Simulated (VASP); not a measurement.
# Li4NO (P4/mmm) in VASP: reference runs

Aim: a first look at Li4NO with PBE, on the cell as given and on a disturbed one.

All numbers are computed with VASP 6.6.1; they aren't measurements. Logs are shortened: lines on timing, memory, paths and dates and some standing lists are left out, and cuts for length are marked.

### 1 Starting point

It takes space group P4/mmm (No. 123, tetragonal). Conventional cell: a = 3.313 Å, b = 3.313 Å, c = 4.937 Å, α = 90.00°, β = 90.00°, γ = 90.00°. Around O (site symmetry 4/mmm) lie 8 Li at 2.03 Å. N (site symmetry 4/mmm) is surrounded by 8 Li at 2.11 Å. Around Li (site symmetry 2mm) lie 2 O at 2.03 Å and 2 N at 2.11 Å.

The cell comes from a database or a generator and needn't be the stable form of this composition.

### 2 Single point, PBE

Input file INCAR:

```
PREC = Accurate ; ENCUT = 520
EDIFF = 1E-7 ; ISMEAR = -1
SIGMA = 0.05 ; LREAL = False
LASPH = True ; NELM = 60
ALGO = Normal ; ISIF = 2
LWAVE = False ; LCHARG = True
GGA = PE ; LELF = True
LVHAR = True ; NBANDS = 20
```

Input file KPOINTS:

```
regular mesh
0
Gamma
  8 8 6
```

Input file POSCAR:

```
Li4NO
1.0
    3.3128660000      0.0000000000      0.0000000000
    0.0000000000      3.3128660000      0.0000000000
    0.0000000000      0.0000000000      4.9365180000
O N Li
1 1 4
Direct
    0.5000000000      0.5000000000      0.5000000000
    0.0000000000      0.0000000000      0.0000000000
    0.5000000000      0.0000000000      0.2638480000
    0.0000000000      0.5000000000      0.7361520000
    0.5000000000      0.0000000000      0.7361520000
    0.0000000000      0.5000000000      0.2638480000
```

Potentials or basis: VASP PAW PBE potentials, release 64 (O, N, Li_sv).

Command:

```bash
$ cat potpaw_PBE.64/O/POTCAR potpaw_PBE.64/N/POTCAR potpaw_PBE.64/Li_sv/POTCAR > POTCAR
$ mpirun -np 1 vasp_std > vasp.out
```

OUTCAR:

```text
PREC = Accurate
   ENCUT = 520
   EDIFF = 1E-7
   ISMEAR = -1
   LREAL = False
   LASPH = True
   NELM = 60
   ISIF = 2
   GGA = PE

 ion  position               nearest neighbor table
   1  0.500  0.500  0.500-   3 2.03   4 2.03   5 2.03   6 2.03   3 2.03   5 2.03   4 2.03   6 2.03

   2  0.000  0.000  0.000-   3 2.11   4 2.11   5 2.11   6 2.11   4 2.11   6 2.11   3 2.11   5 2.11

   3  0.500  0.000  0.264-   1 2.03   1 2.03   2 2.11   2 2.11   5 2.33   6 2.34   6 2.34   6 2.34
                             6 2.34
   4  0.000  0.500  0.736-   1 2.03   1 2.03   2 2.11   2 2.11   6 2.33   5 2.34   5 2.34   5 2.34
                             5 2.34
   5  0.500  0.000  0.736-   1 2.03   1 2.03   2 2.11   2 2.11   3 2.33   4 2.34   4 2.34   4 2.34
                             4 2.34
   6  0.000  0.500  0.264-   1 2.03   1 2.03   2 2.11   2 2.11   4 2.33   3 2.34   3 2.34   3 2.34
                             3 2.34

  LATTYP: Found a simple tetragonal cell.
 ALAT       =     3.3128660000
 C/A-ratio  =     1.4901049424

  Lattice vectors:

 A1 = (   3.3128660000,   0.0000000000,   0.0000000000)
 A2 = (   0.0000000000,   3.3128660000,   0.0000000000)
 A3 = (   0.0000000000,   0.0000000000,   4.9365180000)

Analysis of symmetry for initial positions (statically):
=====================================================================
 Subroutine PRICEL returns:
 Original cell was already a primitive cell.

 Routine SETGRP: Setting up the symmetry group for a
 simple tetragonal supercell.

 Subroutine GETGRP returns: Found 16 space group operations
 (whereof 16 operations were pure point group operations)
 out of a pool of 16 trial point group operations.

The static configuration has the point symmetry D_4h.

Analysis of symmetry for dynamics (positions and initial velocities):
=====================================================================
 Subroutine PRICEL returns:
 Original cell was already a primitive cell.

 Routine SETGRP: Setting up the symmetry group for a
 simple tetragonal supercell.

 Subroutine GETGRP returns: Found 16 space group operations
 (whereof 16 operations were pure point group operations)
 out of a pool of 16 trial point group operations.

The dynamic configuration has the point symmetry D_4h.

 Subroutine INISYM returns: Found 16 space group operations
 (whereof 16 operations are pure point group operations),
 and found     1 'primitive' translations

----------------------------------------------------------------------------------------

                                     Primitive cell

  volume of cell :      54.1787

  direct lattice vectors                    reciprocal lattice vectors
     3.312866000  0.000000000  0.000000000     0.301853440  0.000000000  0.000000000
     0.000000000  3.312866000  0.000000000     0.000000000  0.301853440  0.000000000
     0.000000000  0.000000000  4.936518000     0.000000000  0.000000000  0.202571934

  length of vectors
     3.312866000  3.312866000  4.936518000     0.301853440  0.301853440  0.202571934

  position of ions in fractional coordinates (direct lattice)
     0.500000000  0.500000000  0.500000000
     0.000000000  0.000000000  0.000000000
     0.500000000  0.000000000  0.263848000
     0.000000000  0.500000000  0.736152000
     0.500000000  0.000000000  0.736152000
     0.000000000  0.500000000  0.263848000

  ion indices of the primitive-cell ions
   primitive index   ion index
                 1           1
                 2           2
                 3           3
                 4           4
                 5           5
                 6           6

----------------------------------------------------------------------------------------

 KPOINTS: regular mesh

Automatic generation of k-mesh.
 Grid dimensions read from file:
 generate k-points for:    8    8    6

 Generating k-lattice:

  Cartesian coordinates                     Fractional coordinates (reciprocal lattice)
     0.037731680  0.000000000  0.000000000     0.125000000  0.000000000  0.000000000
     0.000000000  0.037731680  0.000000000     0.000000000  0.125000000  0.000000000
     0.000000000  0.000000000  0.033761989     0.000000000  0.000000000  0.166666667

  Length of vectors
     0.037731680  0.037731680  0.033761989

  Shift w.r.t. Gamma in fractional coordinates (k-lattice)
     0.000000000  0.000000000  0.000000000

 Subroutine IBZKPT returns following result:
 ===========================================

 Found     60 irreducible k-points:

 Following reciprocal coordinates:
            Coordinates               Weight
  0.000000  0.000000  0.000000      1.000000
  0.125000  0.000000  0.000000      4.000000
  0.250000  0.000000  0.000000      4.000000
  0.375000  0.000000  0.000000      4.000000
  0.500000  0.000000  0.000000      2.000000
  0.125000  0.125000  0.000000      4.000000
[... 16 lines left out ...]
  0.375000  0.125000  0.166667     16.000000
  0.500000  0.125000  0.166667      8.000000
 [... further k-points ...]
   k-points           NKPTS =     60   k-points in BZ     NKDIM =     60   number of bands    NBANDS=     20
   number of dos      NEDOS =    301   number of ions     NIONS =      6
   total plane-waves  NPLWV =  31360
   dimension x,y,z NGX =    28 NGY =   28 NGZ =   40
   dimension x,y,z NGXF=    56 NGYF=   56 NGZF=   80
   ions per type =               1   1   4
   NGX,Y,Z   is equivalent  to a cutoff of  14.05, 14.05, 13.47 a.u.
   NGXF,Y,Z  is equivalent  to a cutoff of  28.10, 28.10, 26.94 a.u.
 SYSTEM =  unknown system
   PREC   = accura    normal or accurate (medium, high low for compatibility)
   ISTART =      0    job   : 0-new  1-cont  2-samecut
   ICHARG =      2    charge: 1-file 2-atom 10-const
   ISPIN  =      1    spin polarized calculation?
   LNONCOLLINEAR =      F non collinear calculations
   LSORBIT =      F    spin-orbit coupling
   LASPH  =      T    aspherical Exc in radial PAW
   ENCUT  =  520.0 eV  38.22 Ry    6.18 a.u.   6.16  6.16  9.18*2*pi/ulx,y,z
   NELM   =     60;   NELMIN=  2; NELMDL= -5     # of ELM steps
   EDIFF  = 0.1E-06   stopping-criterion for ELM
   LREAL  =      F    real-space projection
   EDIFFG = 0.1E-05   stopping-criterion for IOM
   NSW    =      0    number of steps for IOM
   IBRION =     -1    ionic relax: 0-MD 1-quasi-New 2-CG
   NFREE  =      0    steps in history (QN), initial steepest desc. (CG)
   ISIF   =      2    stress and relaxation
   ISYM   =      2    0-nonsym 1-usesym 2-fastsym
   POTIM  = 0.5000    time-step for ionic-motion
   TEBEG  =    0.0;   TEEND  =   0.0 temperature during run
   PSTRESS=    0.0 pullay stress
   NELECT =      23.0000    total number of electrons
   NUPDOWN=      -1.0000    fix difference up-down
   EMIN   =  10.00;   EMAX   =-10.00  energy-range for DOS
   EFERMI =   0.00;   METHOD = LEGACY
   ISMEAR =    -1;   SIGMA  =   0.05  broadening in eV -4-tet -1-fermi 0-gaus
   EFERMI_NEDOS =   21; number of points for ismear=-14 and -15
   IALGO  =     38    algorithm
   IMIX   =      4    mixing-type and parameters
     AMIX     =   0.40;   BMIX     =  1.00
     AMIX_MAG =   1.60;   BMIX_MAG =  1.00
  volume/ion in A,a.u.               =       9.03        60.94
  Fermi-wavevector in a.u.,A,eV,Ry     =   1.230386  2.325092 20.597167  1.513849
  Thomas-Fermi vector in A             =   2.365236
   LORBIT       =      0    0 simple, 1 ext, 2 COOP (PROOUT), +10 PAW based schemes
   GGA     = PE    functional components
   LHFCALC =     F    Hartree Fock is set to
   AEXX    =    0.0000 exact exchange contribution
   IVDW    =     0    specifies the selected vdW correction
   LEPSILON=     F    determine dielectric tensor
   LRPA    =     F    only Hartree local field effects (RPA)
 non-spin polarized calculation
  energy-cutoff  :      520.00
  volume of cell :       54.18
 maximum number of plane-waves:      1488
 NGX is ok and might be reduce to    28
   NGX = 13   NGY = 13   NGZ = 19

 number of electron      22.9999992 magnetization

 Free energy of the ion-electron system (eV)
  ---------------------------------------------------
  ext. energy  EPLUGINS =         0.00000000
  ---------------------------------------------------
  free energy    TOTEN  =       -26.52100821 eV

  energy without entropy =      -26.49167864  energy(sigma->0) =      -26.50634342

 E-fermi :   1.5747     XC(G=0):  -9.4996

 val. band max:        1.5731465558   @ k =   0.1250   0.1250   0.1667
 cond. band min:       1.5773134790   @ k =   0.2500   0.1250   0.1667
 fundamental gap:      0.0041669232
 Fermi energy:         1.5747132346

 k-point     1 :       0.0000    0.0000    0.0000
  band No.  band energies     occupation
      1     -42.0946      2.00000
      2     -42.0130      2.00000
      3     -41.8926      2.00000
      4     -41.8342      2.00000
      5     -14.4689      2.00000
      6     -10.1754      2.00000
[... 12 lines left out ...]
     19      14.1844      0.00000
     20      14.6695      0.00000

 k-point     2 :       0.1250    0.0000    0.0000
  band No.  band energies     occupation
      1     -42.0863      2.00000
      2     -42.0059      2.00000
      3     -41.8997      2.00000
      4     -41.8406      2.00000
      5     -14.4571      2.00000
      6     -10.1388      2.00000
[... 12 lines left out ...]
     19      14.1018      0.00000
     20      14.5976      0.00000

 k-point     3 :       0.2500    0.0000    0.0000
  band No.  band energies     occupation
      1     -42.0631      2.00000
      2     -41.9856      2.00000
      3     -41.9202      2.00000
      4     -41.8590      2.00000
      5     -14.4283      2.00000
      6     -10.0477      2.00000
[... 12 lines left out ...]
     19      13.9178      0.00000
     20      14.3495      0.00000

 k-point     4 :       0.3750    0.0000    0.0000
  band No.  band energies     occupation
      1     -42.0291      2.00000
      2     -41.9555      2.00000
      3     -41.9517      2.00000
      4     -41.8871      2.00000
      5     -14.3990      2.00000
      6      -9.9529      2.00000
[... 12 lines left out ...]
     19      13.9412      0.00000
     20      13.9655      0.00000

 k-point     5 :       0.5000    0.0000    0.0000
  band No.  band energies     occupation
      1     -41.9902      2.00000
      2     -41.9894      2.00000
      3     -41.9210      2.00000
      4     -41.9208      2.00000
      5     -14.3866      2.00000
      6      -9.9124      2.00000
[... 12 lines left out ...]
     19      13.8770      0.00000
     20      14.1812      0.00000

 k-point     6 :       0.1250    0.1250    0.0000
  band No.  band energies     occupation
      1     -42.0787      2.00000
      2     -41.9992      2.00000
      3     -41.9062      2.00000
      4     -41.8464      2.00000
      5     -14.4458      2.00000
      6     -10.1031      2.00000
[... 12 lines left out ...]
     19      14.3476      0.00000
     20      14.5335      0.00000

 k-point     7 :       0.2500    0.1250    0.0000
  band No.  band energies     occupation
      1     -42.0571      2.00000
      2     -41.9803      2.00000
      3     -41.9251      2.00000
      4     -41.8633      2.00000
      5     -14.4185      2.00000
      6     -10.0148      2.00000
[... 12 lines left out ...]
     19      14.3153      0.00000
     20      14.3760      0.00000
[... 277 lines left out ...]
 k-point    20 :       0.5000    0.0000    0.1667
  band No.  band energies     occupation
      1     -41.9867      2.00000
      2     -41.9859      2.00000
      3     -41.9246      2.00000
      4     -41.9245      2.00000
      5     -14.3859      2.00000
      6      -9.9085      2.00000
[... 12 lines left out ...]
     19      13.3417      0.00000
     20      13.6798      0.00000

 k-point    21 :       0.1250    0.1250    0.1667
  band No.  band energies     occupation
      1     -42.0745      2.00000
      2     -42.0034      2.00000
      3     -41.9032      2.00000
      4     -41.8494      2.00000
      5     -14.4449      2.00000
      6     -10.1044      2.00000
[... 12 lines left out ...]
     19      14.2163      0.00000
     20      14.4015      0.00000

 k-point    22 :       0.2500    0.1250    0.1667
  band No.  band energies     occupation
      1     -42.0531      2.00000
      2     -41.9844      2.00000
      3     -41.9219      2.00000
      4     -41.8665      2.00000
      5     -14.4175      2.00000
      6     -10.0141      2.00000
[... 12 lines left out ...]
     19      14.0935      0.00000
     20      14.2821      0.00000

 k-point    23 :       0.3750    0.1250    0.1667
  band No.  band energies     occupation
      1     -42.0217      2.00000
      2     -41.9564      2.00000
      3     -41.9507      2.00000
      4     -41.8926      2.00000
      5     -14.3897      2.00000
      6      -9.9198      2.00000
[... 12 lines left out ...]
     19      13.7335      0.00000
     20      14.1906      0.00000

 k-point    24 :       0.5000    0.1250    0.1667
  band No.  band energies     occupation
      1     -41.9860      2.00000
      2     -41.9853      2.00000
      3     -41.9241      2.00000
      4     -41.9240      2.00000
      5     -14.3781      2.00000
      6      -9.8795      2.00000
[... 12 lines left out ...]
     19      13.7527      0.00000
     20      14.1925      0.00000

 [... further k-points ...]
[... 5 lines left out ...]
  --------------------------------------------------------------------------------------
  -------------------------------------------------------------------------------------
  Total       -0.7352610     -0.7352610     -0.2680992      0.0000000      0.0000000      0.0000000
  in kB      -21.7432094    -21.7432094     -7.9282542      0.0000000      0.0000000      0.0000000
  external PRESSURE =     -17.1382243 kB  Pullay stress =       0.0000000 kB

 VOLUME and BASIS-vectors are now :
 -----------------------------------------------------------------------------
  energy-cutoff  :      520.00
  volume of cell :       54.18
      direct lattice vectors                 reciprocal lattice vectors
     3.312866000  0.000000000  0.000000000     0.301853440  0.000000000  0.000000000
     0.000000000  3.312866000  0.000000000     0.000000000  0.301853440  0.000000000
     0.000000000  0.000000000  4.936518000     0.000000000  0.000000000  0.202571934

 POSITION                                       TOTAL-FORCE (eV/Angst)
 -----------------------------------------------------------------------------------
      1.65643      1.65643      2.46826         0.000000      0.000000      0.000000
      0.00000      0.00000      0.00000         0.000000      0.000000      0.000000
      1.65643      0.00000      1.30249         0.000000      0.000000     -0.021051
      0.00000      1.65643      3.63403        -0.000000      0.000000      0.021051
      1.65643      0.00000      3.63403         0.000000     -0.000000      0.021051
      0.00000      1.65643      1.30249         0.000000      0.000000     -0.021051
 -----------------------------------------------------------------------------------
    total drift:                                0.000000      0.000000      0.000000

  FREE ENERGIE OF THE ION-ELECTRON SYSTEM (eV)
  ---------------------------------------------------
  free  energy   TOTEN  =       -26.5210082088 eV

  energy  without entropy=      -26.4916786387  energy(sigma->0) =      -26.50634342
```

It took 30 s on 1 thread of Intel Xeon 6975P-C (Granite Rapids), shared host; peak memory 0.2 GiB.

Results:

| Quantity | Value |
| --- | --- |
| Free energy | -26.5210 eV |
| Largest force | 0.021 eV/Å |
| Band gap on the k mesh | none (metal or under the smearing width) |

Forces in eV/Å, atoms in the order of the input:
```
O    0.000  0.000  0.000
N    0.000  0.000  0.000
Li   0.000  0.000 -0.021
Li   0.000  0.000  0.021
Li   0.000  0.000  0.021
Li   0.000  0.000 -0.021
```

Caveat: the cutoff is under 1.25 times the usual one of these potentials, so pressure, stress and relaxed cells hold a basis-set (Pulay) error; an odd number of electrons without spin polarisation forces a metal; a magnetic or distorted state may lie lower.

(Continued in part 2 of 2.)
